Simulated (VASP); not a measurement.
Method: vdW-DF-cx, VASP's PBE PAW potentials (set 64) (plane waves; VASP).

VASP ran on this input.

**INCAR**
```
AGGAC = 0.0
ALGO = Normal
EDIFF = 1E-7
ENCUT = 520
GGA = CX
ISIF = 2
ISMEAR = -5
LASPH = .TRUE.
LCHARG = .TRUE.
LEFG = .TRUE.
LMAXMIX = 4
LORBIT = 11
LREAL = .FALSE.
LUSE_VDW = .TRUE.
LWAVE = .FALSE.
NEDOS = 601
NELM = 100
PREC = Accurate
SYSTEM = SrTiO3
```

File POSCAR:
```
SrTiO3
1.0
  3.9041648602   0.0000000000   0.0000000000
  0.0000000000   3.9041648602   0.0000000000
  0.0000000000   0.0000000000   3.9041648602
Sr Ti O
1 1 3
Cartesian
  0.0000000000   0.0000000000   0.0000000000
  1.9520824301   1.9520824301   1.9520824301
  1.9520824301   0.0000000000   1.9520824301
  0.0000000000   1.9520824301   1.9520824301
  1.9520824301   1.9520824301   0.0000000000
```

**KPOINTS**
```
Automatic mesh
0
Gamma
6 6 6
0 0 0
```

POTCAR, in this order: Sr_sv Ti_sv O (PBE.64 set). Program: vasp_std.

What VASP printed:

**OSZICAR**
```
       N       E                     dE             d eps       ncg     rms          rms(c)
DAV:   1     0.457911856867E+03    0.45791E+03   -0.21875E+04   960   0.185E+03
DAV:   2     0.471376571151E+01   -0.45320E+03   -0.44533E+03  1168   0.500E+02
DAV:   3    -0.391029942664E+02   -0.43817E+02   -0.43691E+02  1408   0.146E+02
DAV:   4    -0.409572856409E+02   -0.18543E+01   -0.18536E+01  1384   0.274E+01
DAV:   5    -0.410148044525E+02   -0.57519E-01   -0.57517E-01  1304   0.372E+00    0.274E+01
DAV:   6    -0.311388788042E+02    0.98759E+01   -0.63657E+01  1432   0.744E+01    0.166E+01
DAV:   7    -0.311647834856E+02   -0.25905E-01   -0.84782E+00  1144   0.227E+01    0.109E+01
DAV:   8    -0.312130654527E+02   -0.48282E-01   -0.21542E+00  1200   0.160E+01    0.332E+00
DAV:   9    -0.310957825866E+02    0.11728E+00   -0.58656E-01  1176   0.783E+00    0.911E-01
DAV:  10    -0.311008596116E+02   -0.50770E-02   -0.12266E-01  1320   0.248E+00    0.808E-01
DAV:  11    -0.310927489460E+02    0.81107E-02   -0.59858E-02  1464   0.205E+00    0.152E-01
DAV:  12    -0.310926647102E+02    0.84236E-04   -0.23082E-03  1160   0.555E-01    0.598E-02
DAV:  13    -0.310927077641E+02   -0.43054E-04   -0.20079E-04  1376   0.113E-01    0.469E-02
DAV:  14    -0.310927011655E+02    0.65985E-05   -0.50050E-05  1352   0.468E-02    0.149E-02
DAV:  15    -0.310926997913E+02    0.13743E-05   -0.19526E-05  1304   0.428E-02    0.478E-03
DAV:  16    -0.310927003826E+02   -0.59133E-06   -0.26044E-06  1296   0.146E-02    0.444E-03
DAV:  17    -0.310927001682E+02    0.21439E-06   -0.56866E-07  1112   0.102E-02    0.110E-03
DAV:  18    -0.310927001509E+02    0.17318E-07   -0.44907E-08   576   0.158E-03
   1 F= -.31092700E+02 E0= -.31092700E+02  d E =0.000000E+00
```

### OUTCAR
```
------------------------ aborting loop because EDIFF is reached ----------------------------------------
  FORCE on cell =-STRESS in cart. coord.  units (eV):
  Direction    XX          YY          ZZ          XY          YZ          ZX
  --------------------------------------------------------------------------------------
  Total       -0.0051150     -0.0051150     -0.0051150      0.0000000      0.0000000      0.0000000
  in kB       -0.1377112     -0.1377112     -0.1377112      0.0000000      0.0000000      0.0000000
  external PRESSURE =      -0.1377112 kB  Pullay stress =       0.0000000 kB
  volume of cell :       59.51
      direct lattice vectors                 reciprocal lattice vectors
     3.904164860  0.000000000  0.000000000     0.256136725  0.000000000  0.000000000
     0.000000000  3.904164860  0.000000000     0.000000000  0.256136725  0.000000000
     0.000000000  0.000000000  3.904164860     0.000000000  0.000000000  0.256136725
 POSITION                                       TOTAL-FORCE (eV/Angst)
 -----------------------------------------------------------------------------------
      0.00000      0.00000      0.00000         0.000000      0.000000      0.000000
      1.95208      1.95208      1.95208         0.000000      0.000000      0.000000
      1.95208      0.00000      1.95208         0.000000      0.000000      0.000000
      0.00000      1.95208      1.95208         0.000000      0.000000      0.000000
      1.95208      1.95208      0.00000         0.000000      0.000000      0.000000
 -----------------------------------------------------------------------------------
    total drift:                                0.000000      0.000000     -0.000000
  FREE ENERGIE OF THE ION-ELECTRON SYSTEM (eV)
  ---------------------------------------------------
  free  energy   TOTEN  =       -31.0927001509 eV

  energy  without entropy=      -31.0927001509  energy(sigma->0) =      -31.09270015

 total charge

# of ion       s       p       d       tot
------------------------------------------
    1        1.997   5.769   0.203   7.969
    2        2.229   6.324   1.768  10.321
    3        1.559   3.483   0.000   5.042
    4        1.559   3.483   0.000   5.042
    5        1.559   3.483   0.000   5.042
--------------------------------------------------
tot          8.902  22.543   1.971  33.416

 Electric field gradients after diagonalization (V/A^2)
 (convention: |V_zz| > |V_xx| > |V_yy|)
----------------------------------------------------------------------
 ion       V_xx      V_yy      V_zz     asymmetry (V_yy - V_xx)/ V_zz
----------------------------------------------------------------------
   1      -0.000    -0.000     0.000       0.607
   2       0.000    -0.000    -0.000       0.258
   3      -4.674    -4.674     9.348       0.000
   4      -4.674    -4.674     9.348       0.000
   5      -4.674    -4.674     9.348       0.000
```
(Selected blocks of OUTCAR.)

The compound is SrTiO3 in the cubic perovskite structure, the ideal cubic form; the compound distorts at low or room temperature. It was relaxed first.
